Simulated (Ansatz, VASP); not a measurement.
**Cross-check of CaH94C60S4N2O35F12 between VASP and Ansatz**

Wanted: the spread between two codes on one cell, functional and k mesh. The cell is taken from a series of runs on this material, whose earlier steps may have relaxed, scaled, displaced or heated it; both programs get it as it stands.

Calculated with Ansatz 0.2.0; plane waves, with VASP 6.6.1 beside it; single point at LDA.

## (1) The starting structure

The cell holds 208 atoms: 2 N, 4 S, 35 O, 60 C, 12 F, 94 H and 1 Ca. Cell: a = 13.329 Å, b = 13.329 Å, c = 13.329 Å, α = 90.0°, β = 90.0°, γ = 90.0°. As first built, before any earlier steps moved the atoms (in the runner's words): 4 propylene carbonate, 5 gamma-butyrolactone, 5 tetrahydrofuran, 1 Ca2+, 2 TFSI- placed at random, at 1.26 g/cm^3; overlaps pushed apart, then 10 ps at 550 K with divalent ions of Li, Roberts, Chakravorty and Merz (J. Chem. Theory Comput. 9, 2733 (2013)); MMFF94 bonds, angles, torsions, charges and radii (Halgren, J. Comput. Chem. 17, 490 (1996)) in harmonic and 12-6 forms; charges of ions scaled by 0.8. Snapshot after 30 ps at 350 K and fixed volume.

## (2) Ansatz: single point, LDA

Ansatz runs on its default PAW (the set named soft_2) files.

A single point gives forces, pressure and levels at one fixed geometry, so differences don't come from the geometry; what else differs is listed under the comparison.

input.yaml reads:

```yaml
crystal:
  lattice:
    - [13.32895, 0.0, 0.0]
    - [0.0, 13.32895, 0.0]
    - [0.0, 0.0, 13.32895]
  atoms:
    - { symbol: "N", position: [0.33949, 0.29663, 0.63591] }
    - { symbol: S, position: [0.34344, 0.39362, 0.6985] }
    - { symbol: O, position: [0.25467, 0.44268, 0.7296] }
    - { symbol: O, position: [0.42117, 0.45755, 0.66167] }
    - { symbol: C, position: [0.40176, 0.34172, 0.8143] }
    - { symbol: F, position: [0.4477, 0.41796, 0.86716] }
    - { symbol: F, position: [0.32705, 0.30937, 0.87558] }
    - { symbol: F, position: [0.47377, 0.26855, 0.80109] }
    - { symbol: S, position: [0.26063, 0.22269, 0.68814] }
    - { symbol: O, position: [0.16292, 0.26452, 0.7171] }
    - { symbol: O, position: [0.30351, 0.15874, 0.76052] }
    - { symbol: C, position: [0.23037, 0.13771, 0.58511] }
    - { symbol: F, position: [0.31266, 0.08359, 0.55282] }
    - { symbol: F, position: [0.19772, 0.18775, 0.4967] }
    - { symbol: F, position: [0.1555, 0.07283, 0.60901] }
    - { symbol: "N", position: [0.96948, 0.7237, 0.57326] }
    - { symbol: S, position: [0.89872, 0.66743, 0.64241] }
    - { symbol: O, position: [0.94288, 0.5974, 0.71276] }
    - { symbol: O, position: [0.81293, 0.62355, 0.59314] }
    - { symbol: C, position: [0.851, 0.77061, 0.72172] }
    - { symbol: F, position: [0.87981, 0.85687, 0.67899] }
    - { symbol: F, position: [0.74517, 0.77105, 0.72291] }
    - { symbol: F, position: [0.88515, 0.76508, 0.81866] }
    - { symbol: S, position: [0.92715, 0.76467, 0.46747] }
    - { symbol: O, position: [0.99683, 0.83087, 0.41744] }
    - { symbol: O, position: [0.82544, 0.8053, 0.47743] }
    - { symbol: C, position: [0.92584, 0.64828, 0.39251] }
    - { symbol: F, position: [0.93911, 0.56366, 0.44892] }
    - { symbol: F, position: [0.98648, 0.65332, 0.30994] }
    - { symbol: F, position: [0.829, 0.63229, 0.35936] }
    - { symbol: C, position: [0.49504, 0.97992, 0.79992] }
    - { symbol: C, position: [0.59412, 0.00552, 0.84286] }
    - { symbol: C, position: [0.67256, 0.03896, 0.76073] }
    - { symbol: O, position: [0.7358, 0.1084, 0.8134] }
    - { symbol: C, position: [0.67918, 0.13928, 0.89348] }
    - { symbol: O, position: [0.69892, 0.21744, 0.94186] }
    - { symbol: O, position: [0.58876, 0.09051, 0.89912] }
    - { symbol: H, position: [0.46204, 0.05046, 0.77298] }
    - { symbol: H, position: [0.49539, 0.93516, 0.72914] }
    - { symbol: H, position: [0.44455, 0.94959, 0.85734] }
    - { symbol: H, position: [0.62217, 0.94146, 0.89091] }
    - { symbol: H, position: [0.72856, 0.97348, 0.74379] }
    - { symbol: H, position: [0.64419, 0.09049, 0.70476] }
    - { symbol: C, position: [0.55656, 0.90639, 0.37098] }
    - { symbol: C, position: [0.59932, 0.94563, 0.46859] }
    - { symbol: C, position: [0.6914, 0.01114, 0.4629] }
    - { symbol: O, position: [0.64555, 0.10502, 0.44219] }
    - { symbol: C, position: [0.55755, 0.10276, 0.49551] }
    - { symbol: O, position: [0.50855, 0.18037, 0.51072] }
    - { symbol: O, position: [0.52936, 0.00803, 0.51976] }
    - { symbol: H, position: [0.47964, 0.88063, 0.38754] }
    - { symbol: H, position: [0.54823, 0.96684, 0.31799] }
    - { symbol: H, position: [0.59571, 0.84905, 0.33826] }
    - { symbol: H, position: [0.60666, 0.8818, 0.51245] }
    - { symbol: H, position: [0.73483, 0.01194, 0.53251] }
    - { symbol: H, position: [0.73617, 0.99127, 0.39826] }
    - { symbol: C, position: [0.84028, 0.49521, 0.16816] }
    - { symbol: C, position: [0.82596, 0.38765, 0.14136] }
    - { symbol: C, position: [0.90123, 0.35288, 0.06996] }
    - { symbol: O, position: [0.98872, 0.33473, 0.12894] }
    - { symbol: C, position: [0.94905, 0.31507, 0.22282] }
    - { symbol: O, position: [0.00171, 0.28785, 0.29219] }
    - { symbol: O, position: [0.84769, 0.32997, 0.22544] }
    - { symbol: H, position: [0.83549, 0.55409, 0.10801] }
    - { symbol: H, position: [0.78808, 0.52479, 0.22617] }
    - { symbol: H, position: [0.91508, 0.50425, 0.19854] }
    - { symbol: H, position: [0.75662, 0.35845, 0.12107] }
    - { symbol: H, position: [0.88145, 0.27835, 0.02872] }
    - { symbol: H, position: [0.9003, 0.4156, 0.01557] }
    - { symbol: C, position: [0.21223, 0.03276, 0.9216] }
    - { symbol: C, position: [0.10969, 0.04969, 0.97378] }
    - { symbol: C, position: [0.11369, 0.13161, 0.05451] }
    - { symbol: O, position: [0.121, 0.22477, 0.99899] }
    - { symbol: C, position: [0.06282, 0.20466, 0.91455] }
    - { symbol: O, position: [0.03377, 0.27329, 0.86296] }
    - { symbol: O, position: [0.04526, 0.1007, 0.90543] }
    - { symbol: H, position: [0.25109, 0.97507, 0.96648] }
    - { symbol: H, position: [0.20124, 0.01005, 0.84201] }
    - { symbol: H, position: [0.24888, 0.1047, 0.92289] }
    - { symbol: H, position: [0.0703, 0.98723, 0.00805] }
    - { symbol: H, position: [0.0471, 0.13568, 0.10352] }
    - { symbol: H, position: [0.17677, 0.12091, 0.10204] }
    - { symbol: C, position: [0.4193, 0.82969, 0.09311] }
    - { symbol: C, position: [0.40266, 0.72446, 0.11622] }
    - { symbol: C, position: [0.50118, 0.6979, 0.16433] }
    - { symbol: O, position: [0.57263, 0.75527, 0.10836] }
    - { symbol: C, position: [0.52247, 0.83211, 0.05563] }
    - { symbol: H, position: [0.4044, 0.86807, 0.15977] }
    - { symbol: H, position: [0.36906, 0.85713, 0.03622] }
    - { symbol: H, position: [0.33543, 0.70595, 0.15979] }
    - { symbol: H, position: [0.39151, 0.69267, 0.04065] }
    - { symbol: H, position: [0.52954, 0.6237, 0.15495] }
    - { symbol: H, position: [0.50751, 0.71469, 0.24664] }
[... 2 lines left out ...]
    - { symbol: C, position: [0.26861, 0.77295, 0.70064] }
    - { symbol: C, position: [0.34999, 0.71505, 0.7503] }
    - { symbol: C, position: [0.40625, 0.68259, 0.65517] }
    - { symbol: O, position: [0.40963, 0.77325, 0.6024] }
    - { symbol: C, position: [0.32212, 0.82628, 0.61963] }
[... 8 lines left out ...]
    - { symbol: C, position: [0.84957, 0.18994, 0.54514] }
    - { symbol: C, position: [0.81754, 0.29344, 0.50634] }
[... 1 line left out ...]
    - { symbol: O, position: [0.92305, 0.30952, 0.65108] }
[... 12 lines left out ...]
    - { symbol: O, position: [0.48865, 0.0675, 0.17752] }
[... 12 lines left out ...]
    - { symbol: O, position: [0.86198, 0.08125, 0.11624] }
[... 9 lines left out ...]
    - { symbol: O, position: [0.89637, 0.43445, 0.84683] }
[... 4 lines left out ...]
    - { symbol: O, position: [0.77973, 0.53812, 0.91572] }
[... 6 lines left out ...]
    - { symbol: O, position: [0.45661, 0.49766, 0.28397] }
[... 4 lines left out ...]
    - { symbol: O, position: [0.52602, 0.60103, 0.39601] }
[... 6 lines left out ...]
    - { symbol: O, position: [0.08642, 0.46645, 0.58919] }
[... 4 lines left out ...]
    - { symbol: O, position: [0.16481, 0.58451, 0.49328] }
[... 6 lines left out ...]
    - { symbol: O, position: [0.10181, 0.49039, 0.89064] }
    - { symbol: C, position: [0.11901, 0.52002, 0.97449] }
    - { symbol: C, position: [0.22002, 0.5553, 0.00929] }
    - { symbol: C, position: [0.20789, 0.5233, 0.11072] }
    - { symbol: C, position: [0.10825, 0.55638, 0.13249] }
    - { symbol: O, position: [0.05144, 0.52259, 0.05158] }
[... 4 lines left out ...]
    - { symbol: H, position: [0.07929, 0.51776, 0.19967] }
    - { symbol: H, position: [0.10667, 0.64079, 0.14322] }
    - { symbol: O, position: [0.20169, 0.83493, 0.13737] }
    - { symbol: C, position: [0.19434, 0.88429, 0.21519] }
    - { symbol: C, position: [0.23764, 0.85881, 0.31193] }
    - { symbol: C, position: [0.24827, 0.96283, 0.35294] }
    - { symbol: C, position: [0.15513, 0.00712, 0.317] }
    - { symbol: O, position: [0.14592, 0.97294, 0.21954] }
    - { symbol: H, position: [0.18221, 0.7967, 0.33995] }
    - { symbol: H, position: [0.31172, 0.83103, 0.30033] }
    - { symbol: H, position: [0.2508, 0.96975, 0.43394] }
    - { symbol: H, position: [0.31464, 0.99399, 0.31338] }
    - { symbol: H, position: [0.10032, 0.97449, 0.3762] }
    - { symbol: H, position: [0.15118, 0.09089, 0.31525] }
    - { symbol: Ca, position: [0.04089, 0.40423, 0.74566] }
kpoints:
  mp_grid: { grid: [1, 1, 1] }
hamiltonian:
  xc: lda
scf:
  occupations: { method: fermi_dirac, width: 0.025 }
output:
  forces: true
  stress: true
  populations: true
  dos:
    method: { smearing: { sigma: 0.08 } }
    de: 0.1
    projected: { site_lists: { C: [C], Ca: [Ca], F: [F], H: [H], "N": ["N"] } }
  eigenvalues: true
```

Started as:

```
> ansatz run input.yaml --threads 4 --pin off --max-ram 8192MiB --backend cpu --events-out ev --progress --plain --runs-dir out
```

Numbers of over 12 decimals in the logs are rounded to 6 here.

The log of the run:

```text
Engine: ansatz 0.2.0, aarch64-unknown-linux-gnu
Pseudopotentials: kind: paw
Pseudopotential: N, paw, valence charge 5, recommended cutoff 420 eV (normal), N.paw.azcp
Pseudopotential: S, paw, valence charge 6, recommended cutoff 420 eV (normal), S.paw.azcp
Pseudopotential: O, paw, valence charge 6, recommended cutoff 420 eV (normal), O.paw.azcp
Pseudopotential: C, paw, valence charge 4, recommended cutoff 420 eV (normal), C.paw.azcp
Pseudopotential: F, paw, valence charge 7, recommended cutoff 420 eV (normal), F.paw.azcp
Pseudopotential: H, paw, valence charge 1, recommended cutoff 420 eV (normal), H.paw.azcp
Pseudopotential: Ca, paw, valence charge 10, recommended cutoff 420 eV (normal), Ca.paw.azcp
Functional definition: SPW92
  exchange = slater_x
  correlation = pw_c
Crystal: 208 atoms, lattice volume = 2368.033 Å³
Basis set: ecut = 420 eV, 46297 PW (Γ)
Bands: 544, of which v1, the nominal top of the filled ones, is band 336 counted from 1 (335 counted from 0)
Symmetry: 1 space group operations
Space group: P1 (ITA 1), of the structure as read, at distance tolerance 1.3e-4 Å
k-points: 1
Non-local potential: N, projectors of the file, l = 0: 2, l = 1: 2, l = 2: 1
Non-local potential: S, projectors of the file, l = 0: 2, l = 1: 2, l = 2: 2
Non-local potential: O, projectors of the file, l = 0: 2, l = 1: 2, l = 2: 1
Non-local potential: C, projectors of the file, l = 0: 2, l = 1: 2, l = 2: 1
Non-local potential: F, projectors of the file, l = 0: 2, l = 1: 2, l = 2: 1
Non-local potential: H, projectors of the file, l = 0: 2, l = 1: 1
Non-local potential: Ca, projectors of the file, l = 0: 3, l = 1: 2, l = 2: 2
PAW form: soft (Blöchl's): semilocal exchange-correlation on the pseudo side does not see the compensation charge
PAW frozen core: N, regenerated for the run's functional, and the local potential with it (the file was generated under x = pbe(κ = 0.804, μ = 0.219515), c = pbe(β = 0.066725))
PAW frozen core: S, regenerated for the run's functional, and the local potential with it (the file was generated under x = pbe(κ = 0.804, μ = 0.219515), c = pbe(β = 0.066725))
PAW frozen core: O, regenerated for the run's functional, and the local potential with it (the file was generated under x = pbe(κ = 0.804, μ = 0.219515), c = pbe(β = 0.066725))
PAW frozen core: C, regenerated for the run's functional, and the local potential with it (the file was generated under x = pbe(κ = 0.804, μ = 0.219515), c = pbe(β = 0.066725))
PAW frozen core: F, regenerated for the run's functional, and the local potential with it (the file was generated under x = pbe(κ = 0.804, μ = 0.219515), c = pbe(β = 0.066725))
PAW frozen core: Ca, regenerated for the run's functional, and the local potential with it (the file was generated under x = pbe(κ = 0.804, μ = 0.219515), c = pbe(β = 0.066725))
PAW one-centre angular grid: N, 110 points (default); XC on 64 Gauss nodes
PAW one-centre angular grid: S, 110 points (default); XC on 64 Gauss nodes
PAW one-centre angular grid: O, 110 points (default); XC on 64 Gauss nodes
PAW one-centre angular grid: C, 110 points (default); XC on 64 Gauss nodes
PAW one-centre angular grid: F, 110 points (default); XC on 64 Gauss nodes
PAW one-centre angular grid: H, 110 points (default); XC on 64 Gauss nodes
PAW one-centre angular grid: Ca, 110 points (default); XC on 64 Gauss nodes
Initial density: superposition of atomic densities (neutral atoms: chi_scale 0, normalization atom), corrected by the library's trained network
Initial wavefunctions: pseudopotential atomic-orbital guess
Functional: x = slater, c = lda
SCF iter   1: F=—  HF=-50974.281981 eV  |F-HF|=—  |Δ(HF+E_count)|=         —  Δρ=1.04e-2  dr2=2.45e0  ethr=1.77e-3  ⟨swp⟩=8.0  Hψ=2855  notcnv=0  defer=55
preconditioner: auto → Resta (q_TF=auto, 2.212 Å⁻¹)  ε∞=2.5  [insulator: Δε(μ)=3.900 eV  Ē_g=15.609 eV  σ=0.025 eV  W_gap=1.00  n_scr=460 (ndim 8)  ℏωp=19.2 eV  f_vac=0.286  D(μ)=0.00/eV (n_scr^D=0)  ε∞_Penn≈2.5]
SCF iter   2: F=—  HF=-50973.556935 eV  |F-HF|=—  |Δ(HF+E_count)|=   7.25e-1  Δρ=4.34e-3  dr2=4.69e-1  ethr=3.65e-4  ⟨swp⟩=2.0  Hψ=842  notcnv=0  defer=200
SCF iter   3: F=—  HF=-50973.428950 eV  |F-HF|=—  |Δ(HF+E_count)|=   1.28e-1  Δρ=2.17e-3  dr2=1.44e-1  ethr=6.98e-5  ⟨swp⟩=5.0  Hψ=678  notcnv=0  defer=200
SCF iter   4: F=—  HF=-50973.388338 eV  |F-HF|=—  |Δ(HF+E_count)|=   4.06e-2  Δρ=7.61e-4  dr2=2.08e-2  ethr=2.14e-5  ⟨swp⟩=3.0  Hψ=923  notcnv=0  defer=199
SCF iter   5: F=—  HF=-50973.384878 eV  |F-HF|=—  |Δ(HF+E_count)|=   3.46e-3  Δρ=4.49e-4  dr2=5.40e-3  ethr=3.10e-6  ⟨swp⟩=3.0  Hψ=673  notcnv=0  defer=199
SCF iter   6: F=—  HF=-50973.384280 eV  |F-HF|=—  |Δ(HF+E_count)|=   5.98e-4  Δρ=1.89e-4  dr2=1.01e-3  ethr=8.04e-7  ⟨swp⟩=2.0  Hψ=666  notcnv=0  defer=199
[...]
--- Löwdin populations: 208 sites ---
  site symbol       q [e]
     0      N      5.8231
     1      S      3.7602
     2      O      6.7246
     3      O      6.7291
     4      C      3.4069
     5      F      7.2339
     6      F      7.2081
     7      F      7.2087
     8      S      3.8200
     9      O      6.7704
    10      O      6.7003
    11      C      3.3714
    12      F      7.1958
    13      F      7.2449
    14      F      7.1922
    15      N      5.8810
    16      S      3.7840
    17      O      6.7495
    18      O      6.7536
    19      C      3.3778
    20      F      7.1919
    21      F      7.2417
    22      F      7.2073
    23      S      3.8313
[...]
200      O      6.2443
   201      H      0.7917
   202      H      0.7769
   203      H      0.7956
   204      H      0.8100
   205      H      0.8164
   206      H      0.7875
   207     Ca      8.2914
  spilling = 0.013174 (of n_electrons = 672.000000)
```

The column dr2 measures how far the density is from self-consistency, as an energy; F and HF (Harris–Foulkes) agree once it is small.

[end of part 1 of 2]

[Lines on the potential files, build, host, timing and source positions are cut from VASP's logs without a mark.]

[Logs are printed without paths, hosts, clocks, repeated set-up lines and the standing remarks that a program may print on its own settings, such as how far it seeks lower states.]

[Hosts, paths, dates, database ids (printed as entryN), source tags and the programs' standing remarks are cut or masked in the printed files.]

[The MMFF94 radii named for the starting cell were scaled by 0.96; in molecules described by MMFF94, hydrogen bound to N, O or S took a small fixed 12-6 site in their place.]
